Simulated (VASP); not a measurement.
Data:

```
TiC
1.0
    0.00000     2.16711     2.16711
    2.16711     0.00000     2.16711
    2.16711     2.16711     0.00000
Ti C
1 1
Direct
  0.00000   0.00000   0.00000
  0.50000   0.50000   0.50000
```

The numbers are results of PBE GGA, VASP's PBE PAW potentials (set 64) (plane waves; VASP), not measurements. Run with 520 eV cut-off, 16×16×16 Γ-centred mesh, tetrahedra with Blöchl corrections, potentials Ti_sv C.

Q: What does the run give for the energy per atom (σ→0), band gap (on the k-mesh) with the smallest direct gap where there is one?

A: 
```
Quantity                                                    Result
------------------------  ----------------------------------------
band gap (on the k-mesh)  none (metal, semimetal or under 0.01 eV)
energy per atom (σ→0)                               -9.355 eV/atom
```

Only differences to runs with the same potentials and settings are physical.

The compound is TiC in the rock salt structure. It was relaxed first.
